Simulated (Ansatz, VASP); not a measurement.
**Two plane-wave programs on BW5**

```
B W
1.0
     0.00000    3.53842    3.53842
     3.53842    0.00000    3.53842
     3.53842    3.53842    0.00000
B W
1 5
Direct
  0.00000 0.00000 0.00000
  0.25000 0.25000 0.25000
  0.62377 0.12868 0.62377
  0.62377 0.62377 0.12868
  0.62377 0.62377 0.62377
  0.12868 0.62377 0.62377
```

Change from the starting cell: species swapped into the TbCu5 type (F-43m, No. 216).

Alike in both runs: task relaxation of cell and atoms; functional PBE; k mesh 4 × 4 × 4; occupations gaussian, width 0.1 eV; no spin polarisation.

|  | VASP | Ansatz |
| --- | --- | --- |
| version | VASP 6.6.1 | Ansatz 0.2.0 |
| potentials or method | VASP PAW PBE potentials, release 64 (B, W_sv) | scalar-relativistic, plane waves, PAW |
| plane-wave cutoff (eV) | 600 | 420 |
| valence electrons in the cell | 73 | 73 |

VASP gave:

| Item | Value |
| --- | --- |
| gap on the k mesh at the Fermi level, each at its own relaxed structure (eV) | none |
| relaxed volume (Å³/atom) | 16.39 |
| relaxed cell length with the largest relative difference (Å) | 5.181 |
| energy change over the relaxation (meV/atom) | -155 |

Which values does Ansatz return?

gap on the k mesh at the Fermi level, each at its own relaxed structure (eV): none; relaxed volume (Å³/atom): 16.33; relaxed cell length with the largest relative difference (Å): 5.175; energy change over the relaxation (meV/atom): -145.

A gap of «none» marks a metal or a gap that the smearing closes.

Caveats: the k mesh is coarse (spacing up to 0.38 Å⁻¹), so the values aren't converged. The runs have no spin-orbit coupling, so splittings on W are missing.
